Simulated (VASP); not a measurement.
Here is the system:

```
CELL_PARAMETERS angstrom
      4.55420     0.00000     0.00000
     -2.27710     3.94406     0.00000
      0.00000     0.00000     7.45874
ATOMIC_POSITIONS crystal
  Tb 0.66667 0.33333 0.00000
  Tb 0.33333 0.66667 0.50000
  As 0.66667 0.33333 0.62520
  As 0.33333 0.66667 0.12520
```

Method: PBE GGA, VASP's PBE PAW potentials (set 64) (plane waves; VASP). Numerical set-up: 500 eV cut-off, 5×5×3 Γ-centred mesh, Gaussian smearing of 0.050 eV, potentials Tb_3 As.

The 4f electrons are frozen in the core of the lanthanide potential, so 4f levels, which can set the real gap, and their magnetism are missing.

Q: What does the run give for the energy per atom (σ→0)?

A: 
energy per atom (σ→0): -546.1 kJ/mol of atoms

Only differences to runs with the same potentials and settings are physical.

The structure was generated: TbAs was put into the wurtzite type (P6_3mc), which need not be its known phase. The cell was not relaxed at this level. The run is one of a series of settings (ENCUT = 500 against the base run), some of them coarse on purpose.
